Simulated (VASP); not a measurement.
Consider the following.

```
CELL_PARAMETERS angstrom
      1.59248    -2.75825     0.00000
      1.59248     2.75825     0.00000
      0.00000     0.00000     3.56496
ATOMIC_POSITIONS crystal
  Zr 0.00000 0.00000 0.00000
  B  0.33333 0.66667 0.50000
  B  0.66667 0.33333 0.50000
```

These are RPBE GGA, VASP's PBE PAW potentials (set 64) (plane waves; VASP 6.6.1) values and carry that method's errors. Run with 520 eV cut-off, 12×12×10 Γ-centred mesh, tetrahedra with Blöchl corrections, potentials Zr_sv B.

### Question
Predict the energy per atom (σ→0), band gap (on the k-mesh) with the smallest direct gap where there is one.

### Answer

The band gap (on the k-mesh) is none (metal, semimetal or under 0.01 eV) and the energy per atom (σ→0) is -7.959 eV/atom.

Only differences to runs with the same potentials and settings are physical.

The compound is ZrB2 in the AlB2 type structure. It was relaxed first.
